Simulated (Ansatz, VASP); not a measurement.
**PbO in two plane-wave programs**

Wanted: the spread between two codes on one cell, functional and k mesh. The cell is taken from a series of runs on this material, whose earlier steps may have relaxed, scaled, displaced or heated it; both programs get it as it stands.

Program: Ansatz 0.2.0. Level of theory: plane waves, with VASP 6.6.1 beside it; single point at PBEsol, spin-orbit coupling. Results are calculated unless marked as measured.

## (1) The structure

The structure is orthorhombic, space group Pbcm (No. 57). The conventional cell has a = 5.876 Å, b = 5.476 Å, c = 4.743 Å, α = 90.00°, β = 90.00°, γ = 90.00°. Nearest to Pb lie 4 O at 2.17 to 2.50 Å. O has 4 Pb at 2.17 to 2.50 Å nearest. Farther neighbours and most contacts between anions are not listed.

## (2) Ansatz: single point, PBEsol, spin-orbit coupling

Ansatz runs on its PAW fully relativistic soft_1 files.

A single point gives forces, pressure and levels at one fixed geometry, so differences don't come from the geometry; what else differs is listed under the comparison.

File input.yaml:

```yaml
crystal:
  lattice:
    - [5.876, 0.0, 0.0]
    - [0.0, 5.476, 0.0]
    - [0.0, 0.0, 4.743]
  atoms:
    - { symbol: Pb, position: [0.231, 0.014, 0.25] }
    - { symbol: Pb, position: [0.769, 0.986, 0.75] }
    - { symbol: Pb, position: [0.231, 0.486, 0.75] }
    - { symbol: Pb, position: [0.769, 0.514, 0.25] }
    - { symbol: O, position: [0.868, 0.082, 0.25] }
    - { symbol: O, position: [0.132, 0.918, 0.75] }
    - { symbol: O, position: [0.868, 0.418, 0.75] }
    - { symbol: O, position: [0.132, 0.582, 0.25] }
kpoints:
  mp_grid: { grid: [4, 4, 5] }
  band_path:
    path:
      - [[0.0, 0.0, 0.0], [0.0, 0.0, -0.5], [0.0, -0.5, -0.5], [0.0, -0.5, 0.0], [0.0, 0.0, 0.0], [-0.5, 0.0, 0.0], [-0.5, 0.0, -0.5], [-0.5, -0.5, -0.5], [-0.5, -0.5, 0.0], [-0.5, 0.0, 0.0]]
      - [[0.0, -0.5, 0.0], [-0.5, -0.5, 0.0]]
      - [[-0.5, 0.0, -0.5], [0.0, 0.0, -0.5]]
      - [[0.0, -0.5, -0.5], [-0.5, -0.5, -0.5]]
    npoints: 5
scf:
  occupations: { method: fixed }
  n_extra_bands: 24
hamiltonian:
  xc: pbesol
  pseudopotentials: { kind: paw_fr, azcp: { folder: soft_1 }, xc_functional: pbe }
magnetization:
  noncollinear: true
  spin_orbit: true
output:
  optics:
    e_range: [0, 8]
    de: 0.025
    sigma: 0.1
    scissors: 1.08
    nscf_kmesh: { grid: [6, 6, 6] }
    kdotp_interpolation: "on"
    bands: { spectra_wanted_up_to: 8 }
  write_bands: true
```

Launch:

```console
ansatz run input.yaml --threads 8 --pin off --max-ram 20480MiB --backend cpu --events-out ev --progress --plain --runs-dir out
```

Numbers of over 12 decimals in the logs are rounded to 6 here.

What it wrote:

```text
scf.n_extra_bands = 24 over 80 filled bands (N_el = 80.0): the run solves 104 bands
Engine: ansatz 0.2.0, aarch64-unknown-linux-gnu
Pseudopotentials: kind: paw_fr
Pseudopotential: Pb, paw, valence charge 14, recommended cutoff 420 eV (normal), soft_1/Pb.paw.azcp
Pseudopotential: O, paw, valence charge 6, recommended cutoff 420 eV (normal), soft_1/O.paw.azcp
Functional definition: PBEsol
  exchange = pbesol_x
  correlation = pbesol_c
non-collinear run that drives no moment, with spin-orbit: no starting moment large enough to seed its density (crystal.atoms[].spin), no starting occupations that ask for one, no magnetisation constraint and no magnetic field, so the semilocal B_xc is pinned to zero
Crystal: 8 atoms, lattice volume = 152.615 Å³
Basis set: ecut = 420 eV, 2983 PW (Γ)
Bands: 104, of which v1, the nominal top of the filled ones, is band 80 counted from 1 (79 counted from 0)
Symmetry: 8 space group operations + 8 with time reversal
Magnetic group: BNS 57.378 (UNI 476), of the structure as read, at distance tolerance 5.3e-5 Å
k-points: 27 of 80
Projection manifold: j_resolved (fully-relativistic pseudo-atomic orbitals)
Non-local potential: Pb, projectors of the file, resolved by j, l = 0: 2, l = 1: 4, l = 2: 4, l = 3: 2
Non-local potential: O, projectors of the file, resolved by j, l = 0: 2, l = 1: 4, l = 2: 2
PAW form: soft (Blöchl's): semilocal exchange-correlation on the pseudo side does not see the compensation charge
PAW frozen core: Pb, regenerated for the run's functional, and the local potential with it (the file was generated under x = pbe(κ = 0.804, μ = 0.219515), c = pbe(β = 0.066725))
PAW frozen core: O, regenerated for the run's functional, and the local potential with it (the file was generated under x = pbe(κ = 0.804, μ = 0.219515), c = pbe(β = 0.066725))
PAW one-centre angular grid: Pb, 590 points (default); XC on 64 Gauss nodes
PAW one-centre angular grid: O, 110 points (default); XC on 64 Gauss nodes
Initial density: superposition of atomic densities (chi_scale 0.1, normalization cell, long waves kept (reshape's long-wave potential 0.23 eV rms))
Initial wavefunctions: pseudopotential atomic-orbital guess
Functional: x = pbesol(κ = 0.804, μ = 0.123457), c = pbesol(β = 0.046)
SCF iter   1: F=—  HF=-49421.312079 eV  |F-HF|=—  |Δ(HF+E_count)|=         —  Δρ=3.77e-2  dr2=2.26e0  dr2_m=0.00e0 (ungated)  ethr=3.10e-3  |M|=0.00e0 ∫|m|=0.00e0 μB  |m|>n=0.0e0 m-floor=0.0e0 τ_xc=0.0e0  β_m=0.30  ⟨swp⟩=5.8  Hψ=6131  notcnv=0  defer=528
preconditioner: auto → Resta (q_TF=auto, 2.450 Å⁻¹)  ε∞=3.7  [insulator: Δε(μ)=2.044 eV  Ē_g=16.270 eV  n_scr=34 (ndim 8)  ℏωp=26.9 eV  f_vac=0.000  ε∞_Penn≈3.7]
spin=Noncollinear: Resta preconditioning applied to the charge; magnetization (m_x, m_y, m_z) channels mix plain (no charge-response kernel on spin).
SCF iter   2: F=—  HF=-49420.977882 eV  |F-HF|=—  |Δ(HF+E_count)|=   3.34e-1  Δρ=2.66e-2  dr2=1.01e0  dr2_m=0.00e0 (ungated)  ethr=2.82e-3  |M|=0.00e0 ∫|m|=0.00e0 μB  |m|>n=0.0e0 m-floor=0.0e0 τ_xc=0.0e0  β_m=0.59  ⟨swp⟩=1.8  Hψ=1656  notcnv=0  defer=536
SCF iter   3: F=—  HF=-49420.808566 eV  |F-HF|=—  |Δ(HF+E_count)|=   1.69e-1  Δρ=7.65e-3  dr2=1.28e-1  dr2_m=0.00e0 (ungated)  ethr=1.26e-3  |M|=0.00e0 ∫|m|=0.00e0 μB  |m|>n=0.0e0 m-floor=0.0e0 τ_xc=0.0e0  β_m=0.56  ⟨swp⟩=3.0  Hψ=2432  notcnv=0  defer=532
SCF iter   4: F=—  HF=-49420.796450 eV  |F-HF|=—  |Δ(HF+E_count)|=   1.21e-2  Δρ=3.88e-3  dr2=1.42e-2  dr2_m=0.00e0 (ungated)  ethr=1.60e-4  |M|=0.00e0 ∫|m|=0.00e0 μB  |m|>n=0.0e0 m-floor=0.0e0 τ_xc=0.0e0  β_m=0.73  ⟨swp⟩=3.0  Hψ=1669  notcnv=0  defer=540
SCF iter   5: F=—  HF=-49420.798719 eV  |F-HF|=—  |Δ(HF+E_count)|=   2.27e-3  Δρ=7.67e-4  dr2=1.02e-3  dr2_m=0.00e0 (ungated)  ethr=1.77e-5  |M|=0.00e0 ∫|m|=0.00e0 μB  |m|>n=0.0e0 m-floor=0.0e0 τ_xc=0.0e0  β_m=0.80  ⟨swp⟩=3.9  Hψ=2960  notcnv=0  defer=540
SCF iter   6: F=—  HF=-49420.798929 eV  |F-HF|=—  |Δ(HF+E_count)|=   2.10e-4  Δρ=2.08e-4  dr2=7.56e-5  dr2_m=0.00e0 (ungated)  ethr=1.28e-6  |M|=0.00e0 ∫|m|=0.00e0 μB  |m|>n=0.0e0 m-floor=0.0e0 τ_xc=0.0e0  β_m=0.87  ⟨swp⟩=3.3  Hψ=2398  notcnv=0  defer=540
SCF iter   7: F=—  HF=-49420.798967 eV  |F-HF|=—  |Δ(HF+E_count)|=   3.85e-5  Δρ=5.63e-5  dr2=4.35e-6  dr2_m=0.00e0 (ungated)  ethr=9.45e-8  |M|=0.00e0 ∫|m|=0.00e0 μB  |m|>n=0.0e0 m-floor=0.0e0 τ_xc=0.0e0  β_m=0.89  ⟨swp⟩=3.0  Hψ=2538  notcnv=0  defer=534
SCF iter   8: F=—  HF=-49420.798963 eV  |F-HF|=—  |Δ(HF+E_count)|=   4.33e-6  Δρ=1.15e-5  dr2=3.09e-7  dr2_m=0.00e0 (ungated)  ethr=5.44e-9  |M|=0.00e0 ∫|m|=0.00e0 μB  |m|>n=0.0e0 m-floor=0.0e0 τ_xc=0.0e0  β_m=0.94  ⟨swp⟩=3.0  Hψ=2510  notcnv=0  defer=532
SCF iter   9: F=—  HF=-49420.798963 eV  |F-HF|=—  |Δ(HF+E_count)|=   1.64e-7  Δρ=2.32e-6  dr2=8.04e-9  dr2_m=0.00e0 (ungated)  ethr=3.87e-10  |M|=0.00e0 ∫|m|=0.00e0 μB  |m|>n=0.0e0 m-floor=0.0e0 τ_xc=0.0e0  β_m=0.97  ⟨swp⟩=2.7  Hψ=2678  notcnv=0  defer=530
SCF iter  10: F=—  HF=-49420.798963 eV  |F-HF|=—  |Δ(HF+E_count)|=   4.29e-9  Δρ=6.19e-7  dr2=7.66e-10  dr2_m=0.00e0 (ungated)  ethr=1.00e-11  |M|=0.00e0 ∫|m|=0.00e0 μB  |m|>n=0.0e0 m-floor=0.0e0 τ_xc=0.0e0  β_m=0.98  ⟨swp⟩=2.1  Hψ=2158  notcnv=0  defer=530
SCF iter  11: F=—  HF=-49420.798963 eV  |F-HF|=—  |Δ(HF+E_count)|=  1.09e-10  Δρ=1.31e-7  dr2=2.39e-11  dr2_m=0.00e0 (ungated)  ethr=1.00e-12  |M|=0.00e0 ∫|m|=0.00e0 μB  |m|>n=0.0e0 m-floor=0.0e0 τ_xc=0.0e0  β_m=0.96  ⟨swp⟩=2.0  Hψ=2149  notcnv=0  defer=528
SCF iter  12: F=-49420.798963 eV  HF=-49420.798963 eV  |F-HF|=0.00e0  |Δ(HF+E_count)|=  2.91e-11  Δρ=3.45e-8  dr2=2.35e-12  dr2_m=0.00e0 (ungated)  ethr=1.00e-12  |M|=0.00e0 ∫|m|=0.00e0 μB  |m|>n=0.0e0 m-floor=0.0e0 τ_xc=0.0e0  ⟨swp⟩=14.9  Hψ=8933  notcnv=0
SCF 1 converged in 12 iterations: F = -49420.798963 eV  dr2 = 2.35e-12
  greatest PAW one-centre occupation: 0.981 electrons in one spin orbital (limit 2), on the Pb atom at site 3 (counted from 0), in its partial waves of l = 2
NSCF: frozen V_eff on 64 k-points
NSCF: frozen V_eff on 64 k-points
output.optics: what the bands over the 126 summed would add to eps1, eps2 and the energy-loss function is held between a lower and an upper bound (9 Lanczos steps). eps1, eps2 and their loss function (loss_summed_bands) are given on every row as the summed bands alone make them. Along an axis, on a row where the two bounds hold the loss function to about 1 % of the greater of itself and 0.5 % of |1/eps|, its cell (loss_completed) is given, with the completed eps1 and eps2 that it is formed of (a cell that is left empty reads nan in the table and null in the record). The two bounds hold it so along every axis on all 321 rows up to 8.000 eV. [rest of the remark cut]
SCF converged after 12 iterations
Magnetization: |M| = 0.0000 μB,  M = (+0.0000, +0.0000, +0.0000) μB
Absolute magnetization: 0.0000 μB (∫|m|)
  site 0: m = (+0.0000, +0.0000, +0.0000) μB, |m| = 0.0000 μB  (R = 0.89 Å)
  site 1: m = (+0.0000, +0.0000, +0.0000) μB, |m| = 0.0000 μB  (R = 0.89 Å)
  site 2: m = (+0.0000, +0.0000, +0.0000) μB, |m| = 0.0000 μB  (R = 0.89 Å)
  site 3: m = (+0.0000, +0.0000, +0.0000) μB, |m| = 0.0000 μB  (R = 0.89 Å)
  site 4: m = (+0.0000, +0.0000, +0.0000) μB, |m| = 0.0000 μB  (R = 0.89 Å)
  site 5: m = (+0.0000, +0.0000, +0.0000) μB, |m| = 0.0000 μB  (R = 0.89 Å)
  site 6: m = (+0.0000, +0.0000, +0.0000) μB, |m| = 0.0000 μB  (R = 0.89 Å)
  site 7: m = (+0.0000, +0.0000, +0.0000) μB, |m| = 0.0000 μB  (R = 0.89 Å)
Free energy (F): -49420.798963 eV
Harris-Foulkes:  -49420.798963 eV  (|F-HF|=0.00e0)
Internal energy: -49420.798963 eV  (E = F + TS)
E sigma→0 (E₀):  -49420.798963 eV
Fermi energy:    8.247587 eV
--- Per-component energies (eV) ---
  E_band       = -166.227562
  E_kinetic    = 1846.706961
  E_local      = -5789.610104  (includes V_loc(G=0)·N_el)
  E_nonlocal   = 1435.617714
  E_hartree    = 2250.648407
  E_xc         = -1100.661933
  E_vxc        = -916.393838  (∫ρ·V_xc dr)
  E_paw        = -41746.522083  (= ΣΔE_a)
  E_vpaw       = -1243.848003  (= ΣTr[D̂ρ^β])
  E_aug_tail   = 0.002929  (compensation charges beyond the density's cutoff)
  E_ewald      = -6317.419717
  E_core_change = 0.438864  (= ΣΔE_core)
  E_smearing   = -0.000000  (= −TS)
  E_closure    = 0.000000  (closes the sum)
  Σ components = -49420.798963   (vs F -49420.798963, Δ=0.00e0)
--- Band table (eV; the first three rows and the last of 27) ---
  k-point 0: bands = [... 76 lower, 7.8975, 7.8975, 8.2422, 8.2422, 11.6255, 11.6255, 12.0981, 12.0981, ... 20 higher]
  k-point 1: bands = [... 76 lower, 7.7356, 7.7356, 8.1998, 8.1998, 11.6716, 11.6716, 12.1611, 12.1611, ... 20 higher]
  k-point 2: bands = [... 76 lower, 7.8628, 7.8628, 8.1627, 8.1627, 11.8990, 11.8990, 12.1981, 12.1981, ... 20 higher]
  k-point 26: bands = [... 76 lower, 7.9338, 7.9338, 7.9943, 7.9943, 10.1438, 10.1438, 10.1895, 10.1895, ... 20 higher]
```

The column dr2 measures how far the density is from self-consistency, as an energy; F and HF (Harris–Foulkes) agree once it is small.

[end of part 1 of 2]

[Lines on the potential files, build, host, timing and source positions are cut from VASP's logs without a mark.]

[Logs are printed without paths, hosts, clocks, repeated set-up lines and the standing remarks that a program may print on its own settings, such as how far it seeks lower states.]

[Hosts, paths, dates, database ids (printed as entryN), source tags and the programs' standing remarks are cut or masked in the printed files.]
